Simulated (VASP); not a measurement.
All values below come from optB86b-vdW, VASP's PBE PAW potentials (set 64) (plane waves; VASP 6.6.1).

VASP input:

INCAR:
```
EDIFF  =  1E-7   # SCF stop (eV)
ISMEAR  =  0
IBRION  =  2
ISIF  =  4
NSW  =  30
SYSTEM  =  AlN
ALGO  =  Normal
LASPH  =  .True.   # aspherical one-centre terms
LUSE_VDW  =  .True.
SIGMA  =  0.05
LREAL  =  .False.   # projection in real space or not
LWAVE  =  .False.
ENCUT  =  520   # plane-wave cut-off (eV)
AGGAC  =  0.0
LCHARG  =  .False.
GGA  =  MK
PREC  =  Accurate
NELM  =  100
EDIFFG  =  -0.01   # ionic stop
PARAM2  =  1.0
PARAM1  =  0.1234
```

### POSCAR
```
AlN
1.0
  1.5449825859  -2.6759883298   0.0000000000
  1.5449825859   2.6759883298   0.0000000000
  0.0000000000   0.0000000000   4.9481523850
Al N
2 2
Cartesian
  1.5449825859  -0.8919978939   2.4743420468
  1.5449825859   0.8919978939   0.0002658543
  1.5449825859  -0.8919978939   4.3640045492
  1.5449825859   0.8919978939   1.8899283567
```

### KPOINTS
```
Automatic mesh
0
Gamma
8 8 5
0 0 0
```

POTCAR, in this order: Al N (PBE.64 set). Program: vasp_std.

The resulting files:

OSZICAR:
```
       N       E                     dE             d eps       ncg     rms          rms(c)
DAV:   1     0.593200239634E+02    0.59320E+02   -0.75539E+03   720   0.119E+03
DAV:   2    -0.258355502249E+02   -0.85156E+02   -0.78545E+02  1028   0.227E+02
DAV:   3    -0.299704805880E+02   -0.41349E+01   -0.41147E+01   932   0.551E+01
DAV:   4    -0.300050589174E+02   -0.34578E-01   -0.34567E-01   820   0.580E+00
DAV:   5    -0.300055661955E+02   -0.50728E-03   -0.50726E-03   912   0.710E-01    0.124E+01
DAV:   6    -0.250892590662E+02    0.49163E+01   -0.17334E+01   860   0.320E+01    0.429E+00
DAV:   7    -0.250979364588E+02   -0.86774E-02   -0.68114E-01   792   0.651E+00    0.292E+00
DAV:   8    -0.250877193956E+02    0.10217E-01   -0.85381E-02   800   0.310E+00    0.469E-01
DAV:   9    -0.250831228958E+02    0.45965E-02   -0.19628E-02   920   0.106E+00    0.237E-01
DAV:  10    -0.250836401940E+02   -0.51730E-03   -0.22434E-03   820   0.370E-01    0.134E-01
DAV:  11    -0.250835726460E+02    0.67548E-04   -0.18667E-04   852   0.115E-01    0.332E-02
DAV:  12    -0.250835747262E+02   -0.20801E-05   -0.66735E-06   788   0.260E-02    0.605E-03
DAV:  13    -0.250835747003E+02    0.25912E-07   -0.44477E-06   860   0.163E-02    0.404E-03
DAV:  14    -0.250835748324E+02   -0.13209E-06   -0.26228E-07   684   0.490E-03    0.858E-04
DAV:  15    -0.250835748433E+02   -0.10907E-07   -0.27797E-08   408   0.176E-03
   1 F= -.25083575E+02 E0= -.25083575E+02  d E =-.250836E+02
```

### OUTCAR
```
------------------------ aborting loop because EDIFF is reached ----------------------------------------
  FORCE on cell =-STRESS in cart. coord.  units (eV):
  Direction    XX          YY          ZZ          XY          YZ          ZX
  --------------------------------------------------------------------------------------
  Total        1.6641361      1.6641361      1.6106282      0.0000000      0.0000000      0.0000000
  in kB       65.1656249     65.1656246     63.0703156      0.0000000      0.0000000      0.0000000
  external PRESSURE =      64.4671883 kB  Pullay stress =       0.0000000 kB
  volume of cell :       40.91
      direct lattice vectors                 reciprocal lattice vectors
     1.544982586 -2.675988330  0.000000000     0.323628243 -0.186846854  0.000000000
     1.544982586  2.675988330  0.000000000     0.323628243  0.186846854  0.000000000
     0.000000000  0.000000000  4.948152385     0.000000000  0.000000000  0.202095635
  FREE ENERGIE OF THE ION-ELECTRON SYSTEM (eV)
  ---------------------------------------------------
  free  energy   TOTEN  =       -25.0835748433 eV

  energy  without entropy=      -25.0835748433  energy(sigma->0) =      -25.08357484

 reached required accuracy - stopping structural energy minimisation
```
(Selected blocks of OUTCAR.)

The compound is AlN in the wurtzite structure. This cell is one point of a volume scan, at 0.97 of the reference volume.
